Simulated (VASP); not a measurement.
GaSb (space group P6_3mc): computed properties

Calculation: r2SCAN meta-GGA, VASP's PBE PAW potentials (set 64) (plane waves; VASP 6.6.1).

```json
{
 "space_group": "P6_3mc (186)",
 "cell": "a = b = 4.3171 Å, c = 7.1261 Å, α = β = 90.00°, γ = 120.00°",
 "volume_per_atom": "28.75 Å³/atom",
 "band gap (over mesh and band path)": "0.40 eV",
 "smallest direct gap (over mesh and band path)": "0.40 eV",
 "band_edge_character": "direct, Γ to Γ",
 "density": "5.53 g/cm³"
}
```

```cif
data_Ga2Sb2
_chemical_formula_sum 'Ga2 Sb2'
_space_group_name_H-M_alt 'P 1'
_space_group_IT_number 1
_cell_length_a 4.31712
_cell_length_b 4.31712
_cell_length_c 7.12608
_cell_angle_alpha 90.000
_cell_angle_beta 90.000
_cell_angle_gamma 120.000
loop_
_space_group_symop_operation_xyz
  'x, y, z'
loop_
_atom_site_label
_atom_site_type_symbol
_atom_site_fract_x
_atom_site_fract_y
_atom_site_fract_z
_atom_site_occupancy
Ga1 Ga 0.66667 0.33333 0.50063 1
Ga2 Ga 0.33333 0.66667 0.00063 1
Sb1 Sb 0.66667 0.33333 0.87427 1
Sb2 Sb 0.33333 0.66667 0.37427 1
```

Unless said otherwise, spin-orbit coupling is left out, though it shifts the bands of the heavy elements here.

The structure comes from a computed database's GaSb entry (P6_3mc); how it stands against other phases isn't given here. It was relaxed first. Symmetry was kept, so distortions that lower it aren't found.
